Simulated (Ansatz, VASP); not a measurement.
# CuF2 (CuF2 monolayer): VASP beside Ansatz, part 2 of 3

One calculation is typed for both programs; each brings its own data sets. How far apart do they land? The cell is taken from a series of runs on this material, whose earlier steps may have relaxed, scaled, displaced or heated it; both programs get it as it stands.

VASP 6.6.1 and Ansatz 0.2.0.

So far: Set-up; Ansatz: single point, LDA, DFT+U, pair 1.

**3. VASP: single point, LDA, DFT+U, pair 1**

Level of this step: LDA, DFT+U (Cu d 3 eV), spin-polarised from a ferrimagnetic start; plane waves and PAW (Cu, F) (VASP).

The same cell, functional (in two slightly different forms), mesh and smearing now go to VASP, with its own data sets.

Lines of VASP's logs that name or quote its potential files are left out, and so is its time.

The input, INCAR:

```
SYSTEM = CuF2
PREC = Accurate
ENCUT = 520
EDIFF = 1E-06
NELM = 200
ISMEAR = -1
SIGMA = 0.05
LREAL = .FALSE.
ALGO = Normal
GGA = PW92
NBANDS = 52
ISPIN = 2
MAGMOM = 0.67 0.67 -0.59 0.01 0.09 0.01 0.09 0.01 0.01
LDAU = .TRUE.
LDAUTYPE = 2
LDAUL = 2 -1
LDAUU = 3 0
LDAUJ = 0 0
LDAUPRINT = 1
LASPH = .TRUE.
LMAXMIX = 4
LORBIT = 11
LWAVE = .FALSE.
LCHARG = .FALSE.
ISIF = 2
GGA_COMPAT = .FALSE.
KPAR = 2
```

The input, POSCAR:

```
CuF2
1.0
    3.7327980000      3.7327980000      0.0000000000
    0.0000000000     11.1983940000      0.0000000000
    0.0000000000      0.0000000000     15.0000000000
Cu F
3 6
Direct
    0.0000000000      0.0000000000      0.5000000000
    0.0000000000      0.3333333333      0.5000000000
    0.0000000000      0.6666666667      0.5000000000
    0.5000000000      0.8333333333      0.5000000000
    0.5000000000      0.1666666667      0.5000000000
    0.5000000000      0.5000000000      0.5000000000
    0.0000000000      0.1666666667      0.5000000000
    0.0000000000      0.5000000000      0.5000000000
    0.0000000000      0.8333333333      0.5000000000
```

The input, KPOINTS:

```
Automatic mesh
0
Gamma
9 6 1
0 0 0
```

The projector-augmented-wave data sets are Cu and F (LDA family, release 64).

Launch:

```sh
mpirun -np 2 vasp_std
```

Numbers of over 12 decimals in the logs are rounded to 6 here.

What it wrote:

```text
[banner, memory and clock lines left out]
running    2 mpi-ranks, on    1 nodes
 distrk:  each k-point on    1 cores,    2 groups
 distr:  one band on    1 cores,    1 groups

 POSCAR found type information on POSCAR CuF
 POSCAR found :  2 types and       9 ions
|                                                                             |
|               ----> ADVICE to this user running VASP <----                  |
|                                                                             |
|     You enforced a specific xc type in the INCAR file but a different       |
|     [... a line on the potential file left out ...]
|     I HOPE YOU KNOW WHAT YOU ARE DOING!                                     |
|                                                                             |

 LDA part: xc-table for (Slater(with rela. corr.)+PW92), standard interpolation
 POSCAR, INCAR and KPOINTS ok, starting setup
 FFT: planning ... GRIDC
 FFT: planning ... GRID_SOFT
 FFT: planning ... GRID
 WAVECAR not read
 entering main loop
       N       E                     dE             d eps       ncg     rms          rms(c)
DAV:   1     0.839544523925E+03    0.83954E+03   -0.27827E+04  4160   0.117E+03
DAV:   2     0.141985301982E+03   -0.69756E+03   -0.61440E+03  5020   0.309E+02
DAV:   3    -0.342193497952E+02   -0.17620E+03   -0.17314E+03  5948   0.183E+02
DAV:   4    -0.445154362115E+02   -0.10296E+02   -0.10275E+02  5860   0.596E+01
DAV:   5    -0.446499756248E+02   -0.13454E+00   -0.13448E+00  6004   0.788E+00    0.184E+01
DAV:   6    -0.377534196650E+02    0.68966E+01   -0.56606E+01  6588   0.103E+02    0.745E+00
DAV:   7    -0.372933870810E+02    0.46003E+00   -0.64837E+00  6324   0.526E+01    0.404E+00
DAV:   8    -0.372562149683E+02    0.37172E-01   -0.13218E+00  6176   0.771E+00    0.209E+00
DAV:   9    -0.371272180047E+02    0.12900E+00   -0.14789E-01  6768   0.141E+01    0.121E+00
DAV:  10    -0.371479857369E+02   -0.20768E-01   -0.82744E-02  6144   0.264E+00    0.630E-01
DAV:  11    -0.371519562282E+02   -0.39705E-02   -0.16172E-02  6284   0.360E+00    0.160E-01
DAV:  12    -0.371530303181E+02   -0.10741E-02   -0.46877E-03  6084   0.101E+00    0.126E-01
DAV:  13    -0.371538584272E+02   -0.82811E-03   -0.18108E-03  6032   0.772E-01    0.652E-02
DAV:  14    -0.371550963877E+02   -0.12380E-02   -0.11181E-03  5704   0.330E-01    0.903E-02
[...]
DAV:  21    -0.371580459880E+02   -0.26913E-03   -0.16741E-05  5324   0.360E-02    0.620E-03
DAV:  22    -0.371581539608E+02   -0.10797E-03   -0.96795E-06  5600   0.220E-02    0.495E-03
DAV:  23    -0.371582056784E+02   -0.51718E-04   -0.11153E-06  3296   0.131E-02    0.223E-03
DAV:  24    -0.371582529827E+02   -0.47304E-04   -0.35076E-06  3932   0.101E-02    0.183E-03
DAV:  25    -0.371582617948E+02   -0.88122E-05   -0.21410E-07  3336   0.703E-03    0.109E-03
DAV:  26    -0.371582679687E+02   -0.61739E-05   -0.27894E-07  2992   0.384E-03    0.410E-04
DAV:  27    -0.371582700252E+02   -0.20564E-05   -0.11847E-07  3148   0.335E-03    0.296E-04
DAV:  28    -0.371582708342E+02   -0.80899E-06   -0.50961E-08  3088   0.327E-03
   1 F= -.37158271E+02 E0= -.37158262E+02  d E =-.171651E-04  mag=     1.0000
```

OUTCAR, selected parts (step 3):

```text
ion  position               nearest neighbor table
   1  0.000  0.000  0.500-   4 1.87   5 1.87   9 1.87   7 1.87
   2  0.000  0.333  0.500-   7 1.87   5 1.87   6 1.87   8 1.87
   3  0.000  0.667  0.500-   9 1.87   6 1.87   4 1.87   8 1.87
   4  0.500  0.833  0.500-   3 1.87   1 1.87
   5  0.500  0.167  0.500-   1 1.87   2 1.87
   6  0.500  0.500  0.500-   2 1.87   3 1.87
   7  0.000  0.167  0.500-   2 1.87   1 1.87
   8  0.000  0.500  0.500-   2 1.87   3 1.87
   9  0.000  0.833  0.500-   3 1.87   1 1.87

  LATTYP: Found a base centered orthorhombic cell.
 ALAT       =     5.2789735572
 B/A-ratio  =     3.0000000000
 C/A-ratio  =     2.8414614768

 Subroutine GETGRP returns: Found  8 space group operations
 (whereof  8 operations were pure point group operations)

The static configuration has the point symmetry D_2h.

 Found     20 irreducible k-points:

   k-points           NKPTS =     20   k-points in BZ     NKDIM =     20   number of bands    NBANDS=     52

   dimension x,y,z NGX =    40 NGY =   84 NGZ =  112
   dimension x,y,z NGXF=    80 NGYF=  168 NGZF=  224

   ENCUT  =  520.0 eV  38.22 Ry    6.18 a.u.   9.82 20.82 27.89*2*pi/ulx,y,z

   NELECT =      75.0000    total number of electrons

 k-points in reciprocal lattice and weights: Automatic mesh
   0.00000000  0.00000000  0.00000000       0.019
   0.11111111  0.00000000  0.00000000       0.074
   0.22222222  0.00000000  0.00000000       0.074
   0.33333333  0.00000000  0.00000000       0.037
   0.44444444  0.00000000  0.00000000       0.074
   0.00000000  0.16666667  0.00000000       0.037
   0.11111111  0.16666667  0.00000000       0.037
   0.22222222  0.16666667  0.00000000       0.074
   0.33333333  0.16666667  0.00000000       0.074
[...]
0.00000000  0.50000000  0.00000000       0.019
   0.33333333  0.50000000  0.00000000       0.037

atom =   1  type =  1  l = 2

 onsite density matrix

spin component  1

  0.9848  0.0000  0.0000  0.0000  0.0000
  0.0000  0.9767  0.0000  0.0000  0.0000
  0.0000  0.0000  0.9595  0.0000  0.0000
  0.0000  0.0000  0.0000  0.9767  0.0000
  0.0000  0.0000  0.0000  0.0000  1.0115

spin component  2

  0.9839  0.0000 -0.0000  0.0000  0.0000
  0.0000  0.9755  0.0000  0.0000  0.0000
 -0.0000  0.0000  0.9543  0.0000  0.0000
  0.0000  0.0000  0.0000  0.9755  0.0000
  0.0000  0.0000  0.0000  0.0000  0.3205

 occupancies and eigenvectors

  o =  0.3205  v =  0.0000  0.0000  0.0000  0.0000  0.0000 -0.0000  0.0000 -0.0000 -0.0000  1.0000      0.0000  0.0000  0.0000  0.0000  0.0000  0.0000  0.0000  0.0000  0.0000  0.0000
  o =  0.9543  v =  0.0000  0.0000  0.0000  0.0000  0.0000 -0.0006  0.0000 -1.0000 -0.0000 -0.0000      0.0000  0.0000  0.0000  0.0000  0.0000  0.0000  0.0000  0.0000  0.0000  0.0000
  o =  0.9595  v = -0.0002  0.0000  1.0000  0.0000 -0.0000  0.0000  0.0000  0.0000  0.0000  0.0000      0.0000  0.0000  0.0000  0.0000  0.0000  0.0000  0.0000  0.0000  0.0000  0.0000
  o =  0.9755  v =  0.0000  0.0000  0.0000  0.0000  0.0000  0.0000  0.7071  0.0000 -0.7071 -0.0000      0.0000  0.0000  0.0000  0.0000  0.0000  0.0000  0.0000  0.0000  0.0000  0.0000
  o =  0.9755  v =  0.0000  0.0000  0.0000  0.0000  0.0000  0.0000  0.7071  0.0000  0.7071  0.0000      0.0000  0.0000  0.0000  0.0000  0.0000  0.0000  0.0000  0.0000  0.0000  0.0000
  o =  0.9767  v =  0.0000  0.7071 -0.0000 -0.7071  0.0000  0.0000  0.0000  0.0000  0.0000  0.0000      0.0000  0.0000  0.0000  0.0000  0.0000  0.0000  0.0000  0.0000  0.0000  0.0000
  o =  0.9767  v = -0.0000 -0.7071  0.0000 -0.7071  0.0000  0.0000  0.0000  0.0000  0.0000  0.0000      0.0000  0.0000  0.0000  0.0000  0.0000  0.0000  0.0000  0.0000  0.0000  0.0000
  o =  0.9839  v =  0.0000  0.0000  0.0000  0.0000  0.0000 -1.0000  0.0000  0.0006  0.0000  0.0000      0.0000  0.0000  0.0000  0.0000  0.0000  0.0000  0.0000  0.0000  0.0000  0.0000
  o =  0.9848  v = -1.0000  0.0000 -0.0002  0.0000 -0.0000  0.0000  0.0000  0.0000  0.0000  0.0000      0.0000  0.0000  0.0000  0.0000  0.0000  0.0000  0.0000  0.0000  0.0000  0.0000
  o =  1.0115  v =  0.0000  0.0000 -0.0000 -0.0000 -1.0000  0.0000  0.0000  0.0000  0.0000  0.0000      0.0000  0.0000  0.0000  0.0000  0.0000  0.0000  0.0000  0.0000  0.0000  0.0000

atom =   2  type =  1  l = 2

 onsite density matrix

spin component  1

spin component  2

  0.9839  0.0000 -0.0000  0.0000  0.0000
[...]
o =  0.9751  v =  0.0000  0.7071 -0.0000 -0.7071  0.0000  0.0000  0.0000  0.0000  0.0000  0.0000      0.0000  0.0000  0.0000  0.0000  0.0000  0.0000  0.0000  0.0000  0.0000  0.0000
  o =  0.9764  v =  0.0000  0.0000  0.0000  0.0000  0.0000  0.0000 -0.7071  0.0000 -0.7071  0.0000      0.0000  0.0000  0.0000  0.0000  0.0000  0.0000  0.0000  0.0000  0.0000  0.0000
  o =  0.9764  v =  0.0000  0.0000  0.0000  0.0000  0.0000  0.0000  0.7071  0.0000 -0.7071  0.0000      0.0000  0.0000  0.0000  0.0000  0.0000  0.0000  0.0000  0.0000  0.0000  0.0000
  o =  0.9836  v = -1.0000  0.0000 -0.0004 -0.0000  0.0000  0.0000  0.0000  0.0000  0.0000  0.0000      0.0000  0.0000  0.0000  0.0000  0.0000  0.0000  0.0000  0.0000  0.0000  0.0000
  o =  0.9845  v =  0.0000  0.0000  0.0000  0.0000  0.0000 -1.0000  0.0000 -0.0007  0.0000  0.0000      0.0000  0.0000  0.0000  0.0000  0.0000  0.0000  0.0000  0.0000  0.0000  0.0000
  o =  0.9918  v =  0.0000  0.0000  0.0000  0.0000  0.0000  0.0000  0.0000  0.0000  0.0000 -1.0000      0.0000  0.0000  0.0000  0.0000  0.0000  0.0000  0.0000  0.0000  0.0000  0.0000

 average (electrostatic) potential at core
       1 -76.8431       2 -76.8431       3 -76.7096       4 -83.3639       5 -83.1875
       6 -83.3639       7 -83.1875       8 -83.3639       9 -83.3639

 E-fermi :  -5.5696

 spin component 1
 k-point     1 :       0.0000    0.0000    0.0000
  band No.  band energies     occupation
    ...
     34      -7.1735      1.00000
     35      -7.1273      1.00000
     36      -7.1132      1.00000
     37      -6.9387      1.00000
     38      -5.9406      0.99940
     39      -4.1557      0.00000
     40      -1.4542      0.00000
     41       0.5728      0.00000
     42       1.3146      0.00000
     43       1.4332      0.00000
    ...

 k-point     2 :       0.1111    0.0000    0.0000
  band No.  band energies     occupation
    ...
     34      -7.1983      1.00000
     35      -7.0274      1.00000
     36      -7.0168      1.00000
     37      -6.8816      1.00000
     38      -6.1444      0.99999
     39      -4.1654      0.00000
     40      -1.2343      0.00000
     41       0.6696      0.00000
     42       0.7788      0.00000
     43       1.4524      0.00000
    ...

 k-point     3 :       0.2222    0.0000    0.0000
  band No.  band energies     occupation
    ...
     34      -7.1550      1.00000
     35      -7.0123      1.00000
     36      -7.0014      1.00000
     37      -6.8847      1.00000
     38      -6.5245      1.00000
     39      -4.2524      0.00000
     40      -0.6269      0.00000
     41       0.3656      0.00000
     42       0.9509      0.00000
     43       1.4507      0.00000
    ...

 k-point     4 :       0.3333    0.0000    0.0000
  band No.  band energies     occupation
    ...
     34      -7.1763      1.00000
     35      -7.0378      1.00000
     36      -6.9980      1.00000
     37      -6.9634      1.00000
     38      -6.6856      1.00000
     39      -4.4579      0.00000
     40       0.2242      0.00000
     41       0.2331      0.00000
     42       1.3704      0.00000
     43       1.3889      0.00000
    ...

 k-point     5 :       0.4444    0.0000    0.0000
  band No.  band energies     occupation
    ...
     34      -7.0851      1.00000
     35      -6.9956      1.00000
     36      -6.9195      1.00000
     37      -6.8935      1.00000
     38      -6.7646      1.00000
     39      -4.6733      0.00000
     40       0.3645      0.00000
     41       0.7794      0.00000
     42       1.0901      0.00000
     43       1.4502      0.00000
    ...

 k-point     6 :       0.0000    0.1667    0.0000
  band No.  band energies     occupation
    ...
     34      -7.1572      1.00000
     35      -7.0939      1.00000
     36      -7.0110      1.00000
     37      -6.9095      1.00000
     38      -6.0597      0.99994
     39      -4.0938      0.00000
     40      -1.3438      0.00000
     41       0.6213      0.00000
     42       0.7045      0.00000
     43       1.3836      0.00000
    ...

  Total       -7.2018981     -7.2018981     -0.2568391      0.0140826      0.0000000      0.0000000
  in kB      -18.4024678    -18.4024678     -0.6562817      0.0359841      0.0000000      0.0000000
  external PRESSURE =     -12.4870724 kB  Pullay stress =       0.0000000 kB

  energy-cutoff  :      520.00
  volume of cell :      627.02
      direct lattice vectors                 reciprocal lattice vectors
     3.732798000  3.732798000  0.000000000     0.267895557  0.000000000  0.000000000
     0.000000000 11.198394000  0.000000000    -0.089298519  0.089298519  0.000000000
     0.000000000  0.000000000 15.000000000     0.000000000  0.000000000  0.066666667

 POSITION                                       TOTAL-FORCE (eV/Angst)
 -----------------------------------------------------------------------------------
      0.00000      0.00000      7.50000         0.090858     -0.090858      0.000000
      0.00000      3.73280      7.50000        -0.090858      0.090858      0.000000
      0.00000      7.46560      7.50000         0.000000     -0.000000      0.000000
      1.86640     11.19839      7.50000        -0.008080     -0.009351      0.000000
      1.86640      3.73280      7.50000         0.000000     -0.000000      0.000000
      1.86640      7.46560      7.50000         0.008080      0.009351      0.000000
      0.00000      1.86640      7.50000         0.000000     -0.000000      0.000000
      0.00000      5.59920      7.50000        -0.009351     -0.008080      0.000000
      0.00000      9.33199      7.50000         0.009351      0.008080      0.000000
 -----------------------------------------------------------------------------------
    total drift:                                0.000000     -0.000000      0.000000

  FREE ENERGIE OF THE ION-ELECTRON SYSTEM (eV)
  ---------------------------------------------------
  free  energy   TOTEN  =       -37.1582708342 eV

  energy  without entropy=      -37.1582536690  energy(sigma->0) =      -37.15826225

 total charge
# of ion       s       p       d       tot
------------------------------------------
    1        0.326   0.362   9.099   9.787
    2        0.326   0.362   9.099   9.787
    3        0.322   0.360   9.120   9.802
    4        1.722   4.333   0.000   6.056
    5        1.720   4.344   0.000   6.064
    6        1.722   4.333   0.000   6.056
    7        1.720   4.344   0.000   6.064
    8        1.722   4.333   0.000   6.056
    9        1.722   4.333   0.000   6.056
--------------------------------------------------
tot         11.304  27.104  27.318  65.727

 magnetization (x)
# of ion       s       p       d       tot
------------------------------------------
    1       -0.000   0.001   0.700   0.701
    2       -0.000   0.001   0.700   0.701
    3        0.015   0.010  -0.634  -0.609
    4        0.000   0.007   0.000   0.007
    5        0.006   0.078   0.000   0.085
    6        0.000   0.007   0.000   0.007
    7        0.006   0.078   0.000   0.085
    8        0.000   0.007   0.000   0.007
    9        0.000   0.007   0.000   0.007
--------------------------------------------------
tot          0.029   0.196   0.766   0.991

[... 6 further parts left out ...]
```

The magnetic state follows from one typed start and may not be the lowest. The gap is read on the k-mesh alone, so it is an upper bound where the band edges lie off the mesh.

**4. Differences**

Known differences besides the potentials themselves: VASP starts from the moments at which Ansatz ended; U acts on the PAW sphere in VASP and on atomic orbitals in Ansatz, so only states and trends compare; the data sets hold 99 valence electrons in Ansatz (on its default PAW (the set named soft_2) files) and 75 in VASP; the cutoff is 420 eV in Ansatz and 520 eV in VASP; VASP's log shows a relativistic correction to its local exchange, Ansatz's none; site moments are counted in spheres of each program's own size. Total energies have different zeros and are not compared.

The two programs side by side:

```csv
quantity,Ansatz,VASP,difference
total moment (μB),1.00,1.00,0.00
moment on Cu1 (μB),0.67,0.70,-0.03
moment on Cu2 (μB),0.67,0.70,-0.03
moment on Cu3 (μB),-0.59,-0.61,+0.02
moment on F5 (μB),0.09,0.09,0.00
moment on F7 (μB),0.09,0.09,0.00
```

Where the cell holds vacuum, a pressure given here is an average over it and none of the material.

(Part 2 of 3 ends here.)

[Lines on the potential files, build, host, timing and source positions are cut from VASP's logs without a mark.]

[Logs are printed without paths, hosts, clocks, repeated set-up lines and the standing remarks that a program may print on its own settings, such as how far it seeks lower states.]

[Hosts, paths, dates, database ids (printed as entryN), source tags and the programs' standing remarks are cut or masked in the printed files.]
